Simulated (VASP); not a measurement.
# Lattice vibrations of TaAs, part 2 of 3

Aim: the phonon dispersion and thermal properties of TaAs. The start is a computed cell from the Materials Project.

VASP 6.6.1; PBEsol; plane waves and PAW (Ta, As).

So far. Step 2 (Relax the host): The run ended after 8 ionic steps, 0.019 eV below its first step, once forces and stress met EDIFFG = -0.02. The relaxed cell has a = 3.428, c = 11.597 Å (conventional setting).

### Step 3. Tight relaxation

Force constants are second derivatives, so residual forces and stress must first be far smaller than in an ordinary relaxation. Smearing and mesh differ from the relaxation before, which can move the cell too.

Input file INCAR:

```
SYSTEM = TaAs
PREC = Accurate
ENCUT = 350
EDIFF = 1E-08
NELM = 120
ISMEAR = 1
SIGMA = 0.2
LREAL = .FALSE.
ALGO = Fast
GGA = PS
NBANDS = 16
LASPH = .TRUE.
LORBIT = 11
LWAVE = .FALSE.
LCHARG = .FALSE.
KPAR = 4
IBRION = 1
NSW = 30
ISIF = 3
EDIFFG = -0.002
POTIM = 0.4
```

Input file POSCAR:

```
TaAs
1.0
   -1.7140155916      1.7140155916      5.7987055667
    1.7140155916     -1.7140155916      5.7987055667
    1.7140155916      1.7140155916     -5.7987055667
Ta As
2 2
Direct
    0.5003183710      0.5003183710      0.0000000000
    0.2503183710      0.7503183710      0.5000000000
    0.0822810490      0.0822810490      0.0000000000
    0.8322810490      0.3322810490      0.5000000000
```

Input file KPOINTS:

```
Automatic mesh
0
Gamma
13 13 13
0 0 0
```

The projector-augmented-wave data sets are Ta and As (PBE family, release 64).

Launch:

```
$ mpirun -np 4 vasp_std
```

Output:

```text
[banner, memory and clock lines left out]
running    4 mpi-ranks, on    1 nodes
 distrk:  each k-point on    1 cores,    4 groups
 distr:  one band on    1 cores,    1 groups

 POSCAR found type information on POSCAR TaAs
 POSCAR found :  2 types and       4 ions
 [... a notice as in an earlier step ...]

 LDA part: xc-table for (Slater+PW92), standard interpolation
 POSCAR, INCAR and KPOINTS ok, starting setup
 FFT: planning ... GRIDC
 FFT: planning ... GRID_SOFT
 FFT: planning ... GRID
 WAVECAR not read
 entering main loop
       N       E                     dE             d eps       ncg     rms          rms(c)
DAV:   1     0.313828298542E+02    0.31383E+02   -0.65636E+03  6272   0.771E+02
DAV:   2    -0.371218676925E+02   -0.68505E+02   -0.66620E+02  8568   0.145E+02
DAV:   3    -0.396517972125E+02   -0.25299E+01   -0.25158E+01  9040   0.296E+01
DAV:   4    -0.396737971337E+02   -0.22000E-01   -0.21991E-01  7704   0.291E+00
DAV:   5    -0.396741751720E+02   -0.37804E-03   -0.37792E-03  9160   0.333E-01    0.230E+01
RMM:   6    -0.379816607869E+02    0.16925E+01   -0.32572E+00  6275   0.813E+00    0.106E+01
RMM:   7    -0.379053509341E+02    0.76310E-01   -0.29567E+00  6275   0.695E+00    0.137E+00
RMM:   8    -0.378566885923E+02    0.48662E-01   -0.72297E-01  6274   0.431E+00    0.210E+00
RMM:   9    -0.378264033488E+02    0.30285E-01   -0.98244E-02  6276   0.197E+00    0.236E-01
RMM:  10    -0.378314374286E+02   -0.50341E-02   -0.42892E-02  6393   0.801E-01    0.244E-01
RMM:  11    -0.378289145008E+02    0.25229E-02   -0.84933E-03  6278   0.467E-01    0.130E-01
RMM:  12    -0.378289384145E+02   -0.23914E-04   -0.16952E-03  6477   0.183E-01    0.445E-02
RMM:  13    -0.378289460347E+02   -0.76201E-05   -0.31415E-04  6838   0.754E-02    0.294E-02
RMM:  14    -0.378289554098E+02   -0.93752E-05   -0.46634E-05  6889   0.300E-02    0.271E-02
RMM:  15    -0.378289532845E+02    0.21253E-05   -0.86097E-06  6399   0.144E-02    0.227E-02
RMM:  16    -0.378289390609E+02    0.14224E-04   -0.32135E-05  6278   0.236E-02    0.698E-03
RMM:  17    -0.378289386871E+02    0.37385E-06   -0.11530E-05  6416   0.139E-02    0.276E-03
RMM:  18    -0.378289386911E+02   -0.40498E-08   -0.20364E-06  6690   0.601E-03    0.178E-03
RMM:  19    -0.378289387630E+02   -0.71838E-07   -0.32328E-07  6403   0.221E-03    0.142E-03
RMM:  20    -0.378289388551E+02   -0.92139E-07   -0.56666E-08  6068   0.113E-03    0.182E-03
RMM:  21    -0.378289387378E+02    0.11729E-06   -0.12169E-07  6254   0.168E-03    0.828E-04
RMM:  22    -0.378289387137E+02    0.24128E-07   -0.17917E-07  6255   0.166E-03    0.141E-04
RMM:  23    -0.378289387271E+02   -0.13434E-07   -0.36723E-08  5131   0.826E-04    0.277E-04
RMM:  24    -0.378289387257E+02    0.14589E-08   -0.33657E-09  4246   0.310E-04
   1 F= -.37828939E+02 E0= -.37829498E+02  d E =-.378289E+02
 BRION: g(F)=  0.193E-04 g(S)=  0.357E-03
 bond charge predicted
       N       E                     dE             d eps       ncg     rms          rms(c)
DAV:   1    -0.378291942517E+02   -0.25552E-03   -0.11655E-02  9208   0.647E-01    0.144E-01
RMM:   2    -0.378290447404E+02    0.14951E-03   -0.25891E-04  6274   0.910E-02    0.778E-02
RMM:   3    -0.378289898672E+02    0.54873E-04   -0.19514E-04  6272   0.669E-02    0.758E-03
RMM:   4    -0.378289913928E+02   -0.15256E-05   -0.20249E-05  6380   0.261E-02    0.648E-03
RMM:   5    -0.378289920849E+02   -0.69209E-06   -0.51919E-06  6376   0.113E-02    0.356E-03
RMM:   6    -0.378289919614E+02    0.12355E-06   -0.10863E-06  6512   0.515E-03    0.176E-03
RMM:   7    -0.378289919942E+02   -0.32784E-07   -0.29496E-07  6384   0.226E-03    0.769E-04
RMM:   8    -0.378289920321E+02   -0.37971E-07   -0.61708E-08  5524   0.117E-03    0.476E-04
RMM:   9    -0.378289920219E+02    0.10236E-07   -0.13935E-08  4381   0.545E-04    0.251E-04
RMM:  10    -0.378289920058E+02    0.16100E-07   -0.37663E-09  4164   0.285E-04    0.258E-05
RMM:  11    -0.378289920075E+02   -0.17313E-08   -0.92708E-10  3003   0.153E-04
   2 F= -.37828992E+02 E0= -.37829545E+02  d E =-.532819E-04
[...]
3 F= -.37829052E+02 E0= -.37829607E+02  d E =-.596950E-04
[...]
4 F= -.37829085E+02 E0= -.37829639E+02  d E =-.332680E-04
[...]
5 F= -.37829088E+02 E0= -.37829641E+02  d E =-.303715E-05
 BRION: g(F)=  0.225E-06 g(S)=  0.648E-05 retain N=  2 mean eig= 2.40
 eig:   0.557  4.242
 bond charge predicted
       N       E                     dE             d eps       ncg     rms          rms(c)
DAV:   1    -0.378290905303E+02   -0.25301E-05   -0.65933E-05  7112   0.485E-02    0.102E-02
RMM:   2    -0.378290900559E+02    0.47436E-06   -0.11237E-06  6273   0.609E-03    0.554E-03
RMM:   3    -0.378290900981E+02   -0.42195E-07   -0.92469E-07  6273   0.464E-03    0.612E-04
RMM:   4    -0.378290901294E+02   -0.31292E-07   -0.10073E-07  6437   0.183E-03    0.499E-04
RMM:   5    -0.378290901587E+02   -0.29262E-07   -0.23896E-08  4697   0.786E-04    0.245E-04
RMM:   6    -0.378290901483E+02    0.10333E-07   -0.49483E-09  4140   0.351E-04    0.120E-04
RMM:   7    -0.378290901502E+02   -0.18653E-08   -0.12604E-09  3063   0.172E-04
   6 F= -.37829090E+02 E0= -.37829643E+02  d E =-.214255E-05
 BRION: g(F)=  0.163E-09 g(S)=  0.222E-08 retain N=  2 mean eig= 1.51
 eig:   1.476  1.543
 reached required accuracy - stopping structural energy minimisation
```

The job ended after 4 min (4 MPI ranks of Intel Xeon Platinum 8488C (Sapphire Rapids), shared host; peak memory 1.4 GiB).

OUTCAR, selected parts (step 3):

```text
  LATTYP: Found a body centered tetragonal cell.
 ALAT       =     3.4280311832
 C/A-ratio  =     3.3831113294

 Found    196 irreducible k-points:

   k-points           NKPTS =    196   k-points in BZ     NKDIM =    196   number of bands    NBANDS=     16

   ENCUT  =  350.0 eV  25.72 Ry    5.07 a.u.   9.59  9.59  9.59*2*pi/ulx,y,z

   NELECT =      20.0000    total number of electrons

 E-fermi :   7.1770

 k-point     1 :       0.0000    0.0000    0.0000
  band No.  band energies     occupation
    ...
      6       4.6565      2.00000
      7       4.7569      2.00000
      8       5.2043      2.00000
      9       5.5218      2.00000
     10       5.5218      2.00000
     11       8.0575     -0.00000
     12       8.7643     -0.00000
     13       9.5976     -0.00000
     14      10.3318     -0.00000
     15      10.3318     -0.00000
    ...

 k-point     2 :       0.0769    0.0000   -0.0000
  band No.  band energies     occupation
    ...
      6       4.5914      2.00000
      7       4.8531      2.00000
      8       5.0734      2.00000
      9       5.4957      2.00000
     10       5.6798      2.00000
     11       7.9388     -0.00000
     12       8.6169     -0.00000
     13       9.6185     -0.00000
     14      10.0095     -0.00000
     15      10.5533     -0.00000
    ...

  Total        0.0000900      0.0000900     -0.0004629      0.0000000      0.0000000      0.0000000
  in kB        0.0021177      0.0021177     -0.0108980      0.0000000      0.0000000      0.0000000
  external PRESSURE =      -0.0022209 kB  Pullay stress =       0.0000000 kB

  energy-cutoff  :      350.00
  volume of cell :       68.06
      direct lattice vectors                 reciprocal lattice vectors
    -1.714480971  1.714480971  5.788375125     0.000000000  0.291633450  0.086380027
     1.714480971 -1.714480971  5.788375125     0.291633450  0.000000000  0.086380027
     1.714480971  1.714480971 -5.788375125     0.291633450  0.291633450  0.000000000

 POSITION                                       TOTAL-FORCE (eV/Angst)
 -----------------------------------------------------------------------------------
     -0.00000     -0.00000      5.79227        -0.000000     -0.000000      0.000032
      1.71448      0.00000      2.89808         0.000000      0.000000      0.000032
      0.00000      0.00000      0.95234        -0.000000      0.000000     -0.000032
     -0.00000      1.71448      3.84652         0.000000     -0.000000     -0.000032
 -----------------------------------------------------------------------------------
    total drift:                                0.000000      0.000000      0.000517

  FREE ENERGIE OF THE ION-ELECTRON SYSTEM (eV)
  ---------------------------------------------------
  free  energy   TOTEN  =       -37.8290901502 eV

  energy  without entropy=      -37.8307480555  energy(sigma->0) =      -37.82964279

 total charge
# of ion       s       p       d       tot
------------------------------------------
    1        0.521   0.711   3.444   4.676
    2        0.521   0.711   3.444   4.676
    3        1.192   1.684   0.085   2.962
    4        1.192   1.684   0.085   2.962
--------------------------------------------------
tot          3.427   4.791   7.059  15.277

[... 4 parts as in an earlier step ...]

[... 7 further parts left out ...]
```

The steps of the relaxation:

```
step  energy less that of the first step (eV)  largest force (eV/Å)  pressure (GPa)  volume (Å³)
   1                                   0.0000                0.0112           -0.21        68.14
   2                                  -0.0001                0.0116            0.28        67.97
   3                                  -0.0001                0.0050           -0.17        68.12
   4                                  -0.0001                0.0018           -0.04        68.08
   5                                  -0.0001                0.0012           -0.04        68.07
   6                                  -0.0002                0.0000            0.00        68.06
```

```
conventional cell, symmetrised  before   after  change
                         a (Å)   3.428   3.429  +0.0 %
                         b (Å)   3.428   3.429  +0.0 %
                         c (Å)  11.597  11.577  -0.2 %
              volume (Å³/atom)   17.04   17.01  -0.1 %
```

The relaxed structure:

```xyz
4
Lattice="-1.7145 1.7145 5.7884 1.7145 -1.7145 5.7884 1.7145 1.7145 -5.7884" Properties=species:S:1:pos:R:3 pbc="T T T"
Ta    0.0000    0.0000    5.7923
Ta    1.7145    0.0000    2.8981
As    0.0000    0.0000    0.9523
As    0.0000    1.7145    3.8465
```

Numbers from this step:

* electronic cycles: 64
* free energy (TOTEN): -37.83 eV
* energy at zero smearing: -37.83 eV
* Fermi energy: 7.177 eV
* pressure: -2.22e-4 GPa

The run ended after 6 ionic steps, 0.000 eV below its first step, once forces and stress met EDIFFG = -0.002.

### Step 4. Force constants in the supercell

System of this step: TaAs. The cell holds 48 atoms: 24 Ta and 24 As. Its edges and angles: a = 12.551 Å, b = 12.551 Å, c = 18.827 Å, α = 148.3°, β = 148.3°, γ = 45.5°. It derives from TaAs.

Each independent atom is moved by 0.015 Å both ways; the forces give the force constants out to half the supercell.

Input file INCAR:

```
SYSTEM = TaAs
PREC = Accurate
ENCUT = 350
EDIFF = 1E-07
NELM = 120
ISMEAR = 1
SIGMA = 0.2
LREAL = Auto
ALGO = Fast
GGA = PS
NBANDS = 156
LASPH = .TRUE.
LWAVE = .FALSE.
LCHARG = .FALSE.
KPAR = 4
IBRION = 6
NSW = 1
NFREE = 2
POTIM = 0.015
ISIF = 0
ADDGRID = .TRUE.
```

Input file POSCAR:

```
TaAs
1.0
   -3.4289619428      3.4289619428     11.5767502498
    3.4289619428     -3.4289619428     11.5767502498
    5.1434429142      5.1434429142    -17.3651253747
Ta As
24 24
Direct
    0.2501683129      0.2501683128      0.0000000000
    0.2501683129      0.2501683128      0.3333333333
    0.2501683128      0.2501683128      0.6666666667
    0.2501683129      0.7501683128      0.0000000000
    0.2501683129      0.7501683128      0.3333333333
    0.2501683129      0.7501683128      0.6666666667
    0.7501683129      0.2501683128      0.0000000000
    0.7501683129      0.2501683128      0.3333333333
    0.7501683129      0.2501683128      0.6666666667
    0.7501683129      0.7501683128      0.0000000000
    0.7501683129      0.7501683128      0.3333333333
    0.7501683129      0.7501683128      0.6666666667
    0.1251683129      0.3751683128      0.1666666667
    0.1251683128      0.3751683128      0.5000000000
    0.1251683128      0.3751683128      0.8333333333
    0.1251683129      0.8751683128      0.1666666667
    0.1251683128      0.8751683128      0.5000000000
    0.1251683129      0.8751683128      0.8333333333
    0.6251683129      0.3751683128      0.1666666667
    0.6251683128      0.3751683128      0.5000000000
    0.6251683129      0.3751683128      0.8333333333
    0.6251683129      0.8751683128      0.1666666667
    0.6251683129      0.8751683128      0.5000000000
    0.6251683129      0.8751683128      0.8333333333
    0.0411313972      0.0411313971      0.0000000000
    0.0411313971      0.0411313971      0.3333333333
    0.0411313971      0.0411313971      0.6666666667
    0.0411313972      0.5411313971      0.0000000000
    0.0411313972      0.5411313971      0.3333333333
    0.0411313972      0.5411313971      0.6666666667
    0.5411313972      0.0411313971      0.0000000000
    0.5411313972      0.0411313971      0.3333333333
    0.5411313972      0.0411313971      0.6666666667
    0.5411313972      0.5411313971      0.0000000000
    0.5411313972      0.5411313971      0.3333333333
    0.5411313972      0.5411313971      0.6666666667
    0.4161313971      0.1661313971      0.1666666667
    0.4161313972      0.1661313971      0.5000000000
    0.4161313971      0.1661313971      0.8333333333
    0.4161313972      0.6661313971      0.1666666667
    0.4161313971      0.6661313971      0.5000000000
    0.4161313971      0.6661313971      0.8333333333
    0.9161313972      0.1661313971      0.1666666667
    0.9161313972      0.1661313971      0.5000000000
    0.9161313972      0.1661313971      0.8333333333
    0.9161313972      0.6661313971      0.1666666667
    0.9161313972      0.6661313971      0.5000000000
    0.9161313972      0.6661313971      0.8333333333
```

Input file KPOINTS:

```
Automatic mesh
0
Gamma
5 5 4
0 0 0
```

Launch:

```
$ mpirun -np 4 vasp_std
```

Output:

```text
[banner, memory and clock lines left out]
running    4 mpi-ranks, on    1 nodes
[...]
[... a notice as in an earlier step ...]

 LDA part: xc-table for (Slater+PW92), standard interpolation
 POSCAR, INCAR and KPOINTS ok, starting setup
[...]
entering main loop
       N       E                     dE             d eps       ncg     rms          rms(c)
DAV:   1     0.598614131655E+03    0.59861E+03   -0.77898E+04 10296   0.966E+02
DAV:   2    -0.398344762040E+03   -0.99696E+03   -0.95224E+03 12480   0.188E+02
DAV:   3    -0.473504334335E+03   -0.75160E+02   -0.73176E+02 13240   0.487E+01
DAV:   4    -0.475973945617E+03   -0.24696E+01   -0.24419E+01 13080   0.887E+00
[...]
RMM:  29    -0.453998146650E+03    0.45681E-06   -0.18956E-06 10947   0.189E-03    0.390E-03
RMM:  30    -0.453998146499E+03    0.15045E-06   -0.24042E-07  6486   0.874E-04    0.148E-03
RMM:  31    -0.453998146424E+03    0.74966E-07   -0.27814E-07  6657   0.822E-04
   1 F= -.45399815E+03 E0= -.45401624E+03  d E =0.542866E-01
 Found     6 degrees of freedom:
 Finite differences POTIM= 0.01500 DOF=   6
[...]
N       E                     dE             d eps       ncg     rms          rms(c)
DAV:   1    -0.453996220563E+03    0.19259E-02   -0.42071E-01 17744   0.123E+00    0.106E-01
RMM:   2    -0.453996366289E+03   -0.14573E-03   -0.30806E-03 15964   0.117E-01    0.509E-02
RMM:   3    -0.453996398580E+03   -0.32292E-04   -0.11352E-03 18630   0.445E-02    0.228E-02
RMM:   4    -0.453996398830E+03   -0.25002E-06   -0.16400E-04 19019   0.178E-02    0.760E-03
```

Wall time 3.1 h (4 MPI ranks).

The run was stopped at its time limit, so it gives no result of its own.

### Step 5. Modes at the zone centre

System of this step: TaAs. The structure is tetragonal, space group I4_1md (No. 109). Conventional cell: a = 3.429 Å, b = 3.429 Å, c = 11.577 Å, α = 90.00°, β = 90.00°, γ = 90.00°. Nearest to Ta lie 6 As at 2.59 to 2.60 Å. Nearest to As lie 6 Ta at 2.59 to 2.60 Å. Farther neighbours are not listed.

INCAR, as its differences from that of step 4:

```diff
@@ -10,3 +10,3 @@
 GGA = PS
-NBANDS = 156
+NBANDS = 16
 LASPH = .TRUE.
@@ -14,3 +14,2 @@
 LCHARG = .FALSE.
-KPAR = 4
 IBRION = 6
```

Input file POSCAR:

```
TaAs
1.0
   -1.7144809714      1.7144809714      5.7883751249
    1.7144809714     -1.7144809714      5.7883751249
    1.7144809714      1.7144809714     -5.7883751249
Ta As
2 2
Direct
    0.5003366257      0.5003366257      0.0000000000
    0.2503366257      0.7503366257      0.5000000000
    0.0822627943      0.0822627943      0.0000000000
    0.8322627943      0.3322627943      0.5000000000
```

Input file KPOINTS:

```
Automatic mesh
0
Gamma
9 9 9
0 0 0
```

Launch:

```
$ mpirun -np 4 vasp_std
```

Output:

```text
[banner, memory and clock lines left out]
running    4 mpi-ranks, on    1 nodes
[...]
|                                                                             |
|               ----> ADVICE to this user running VASP <----                  |
|                                                                             |
|     You have a (more or less) 'small supercell' and for smaller cells       |
|     it is recommended to use the reciprocal-space projection scheme!        |
|     The real-space optimization is not efficient for small cells and it     |
|     is also less accurate ...                                               |
|     Therefore, set LREAL=.FALSE. in the INCAR file.                         |
|                                                                             |

 [... a notice as in an earlier step ...]

 LDA part: xc-table for (Slater+PW92), standard interpolation
 POSCAR, INCAR and KPOINTS ok, starting setup
[...]
entering main loop
       N       E                     dE             d eps       ncg     rms          rms(c)
DAV:   1     0.314084069494E+02    0.31408E+02   -0.66431E+03  2400   0.772E+02
DAV:   2    -0.372310477157E+02   -0.68639E+02   -0.66470E+02  3344   0.146E+02
DAV:   3    -0.396468323301E+02   -0.24158E+01   -0.24029E+01  3488   0.290E+01
DAV:   4    -0.396667141567E+02   -0.19882E-01   -0.19877E-01  2896   0.278E+00
[...]
RMM:  16    -0.378227397386E+02    0.14533E-05   -0.18846E-05  2436   0.174E-02    0.191E-03
RMM:  17    -0.378227398730E+02   -0.13447E-06   -0.23515E-06  2496   0.706E-03    0.143E-03
RMM:  18    -0.378227399131E+02   -0.40077E-07   -0.51893E-07  1896   0.274E-03
   1 F= -.37822740E+02 E0= -.37822873E+02  d E =0.400449E-03
[... from here on, the cycles between the ionic steps are left out ...]
   2 F= -.37821440E+02 E0= -.37821610E+02  d E =0.509532E-03
   3 F= -.37821440E+02 E0= -.37821610E+02  d E =0.509513E-03
   4 F= -.37820855E+02 E0= -.37820992E+02  d E =0.412231E-03
   5 F= -.37820855E+02 E0= -.37820992E+02  d E =0.412234E-03
   6 F= -.37820988E+02 E0= -.37821108E+02  d E =0.359450E-03
   7 F= -.37820961E+02 E0= -.37821111E+02  d E =0.452187E-03
   8 F= -.37821063E+02 E0= -.37821221E+02  d E =0.473406E-03
[...]
hard stop encountered!  aborting job ...
[...]
|     The electronic self-consistency was not achieved in the given           |
[...]
soft stop encountered!  aborting job ...
   9 F= -.37821062E+02 E0= -.37821232E+02  d E =0.511537E-03
 deleting file STOPCAR
```

Wall time 10 min (4 MPI ranks); peak memory 1.2 GiB.

The run was stopped at its time limit, so it gives no result of its own.

(Continued in part 3 of 3.)

[Lines on the potential files, build, host, timing and source positions are cut from VASP's logs without a mark.]

[Logs are printed without paths, hosts, clocks, repeated set-up lines and the standing remarks that a program may print on its own settings, such as how far it seeks lower states.]

[Hosts, paths, dates, database ids (printed as entryN), source tags and the programs' standing remarks are cut or masked in the printed files.]

[Runs that stopped without an error message from VASP are left out.]
